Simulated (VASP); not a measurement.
A convergence study with VASP on InAs (zinc blende): a few settings are varied, all else stays as given below, so the limit is that of these other settings.

```xyz
2
Lattice="0.0000 3.0300 3.0300 3.0300 0.0000 3.0300 3.0300 3.0300 0.0000" Properties=species:S:1:pos:R:3 pbc="T T T"
In     0.0000     0.0000     0.0000
As     1.5150     1.5150     1.5150
```

Computed with PBE GGA, VASP's PBE PAW potentials (set 64) (plane waves; VASP 6.6.1). The last row used: 550 eV cut-off, 15×15×15 Γ-centred mesh, second-order Methfessel-Paxton smearing of 0.40 eV, potentials In_d As.

| setting | E (eV/atom) | pressure (GPa) | irreducible k-points |
|---|---|---|---|
| ISMEAR = -1, SIGMA = 0.01, 4×4×4 mesh | -3.7720 | 4.13 | 8 |
| ISMEAR = -1, SIGMA = 0.1, 4×4×4 mesh | -3.7732 | 4.11 | 8 |
| ISMEAR = 0, SIGMA = 0.01, 4×4×4 mesh | -3.7719 | 4.13 | 8 |
| ISMEAR = 0, SIGMA = 0.2, 4×4×4 mesh | -3.7730 | 4.12 | 8 |
| ISMEAR = 1, SIGMA = 0.05, 4×4×4 mesh | -3.7720 | 4.13 | 8 |
| ISMEAR = 1, SIGMA = 0.2, 4×4×4 mesh | -3.7726 | 4.14 | 8 |
| ISMEAR = 2, SIGMA = 0.05, 4×4×4 mesh | -3.7720 | 4.13 | 8 |
| ISMEAR = 2, SIGMA = 0.2, 4×4×4 mesh | -3.7725 | 4.14 | 8 |
| ISMEAR = -1, SIGMA = 0.01, 9×9×9 mesh | -3.8398 | 3.56 | 35 |
| ISMEAR = -1, SIGMA = 0.2, 9×9×9 mesh | -3.8388 | 3.60 | 35 |
| ISMEAR = 0, SIGMA = 0.01, 9×9×9 mesh | -3.8398 | 3.56 | 35 |
| ISMEAR = 0, SIGMA = 0.4, 9×9×9 mesh | -3.8398 | 3.57 | 35 |
| ISMEAR = 1, SIGMA = 0.05, 9×9×9 mesh | -3.8398 | 3.56 | 35 |
| ISMEAR = 1, SIGMA = 0.4, 9×9×9 mesh | -3.8398 | 3.55 | 35 |
| ISMEAR = 2, SIGMA = 0.05, 9×9×9 mesh | -3.8398 | 3.56 | 35 |
| ISMEAR = 2, SIGMA = 0.4, 9×9×9 mesh | -3.8396 | 3.57 | 35 |
| ISMEAR = -1, SIGMA = 0.05, 15×15×15 mesh | -3.8408 | 3.55 | 120 |
| ISMEAR = -1, SIGMA = 0.2, 15×15×15 mesh | -3.8396 | 3.60 | 120 |
| ISMEAR = 0, SIGMA = 0.1, 15×15×15 mesh | -3.8408 | 3.55 | 120 |
| ISMEAR = 0, SIGMA = 0.4, 15×15×15 mesh | -3.8406 | 3.56 | 120 |
| ISMEAR = 1, SIGMA = 0.1, 15×15×15 mesh | -3.8408 | 3.55 | 120 |
| ISMEAR = 1, SIGMA = 0.4, 15×15×15 mesh | -3.8408 | 3.54 | 120 |
| ISMEAR = 2, SIGMA = 0.1, 15×15×15 mesh | -3.8408 | 3.55 | 120 |
| ISMEAR = 2, SIGMA = 0.4, 15×15×15 mesh | -3.8407 | 3.55 | 120 |

Left out are rungs that failed or repeat a setting and relaxations that didn't move; long series are thinned to 24 rows.

The compound is InAs in the zinc blende structure. The cell was not relaxed at this level.
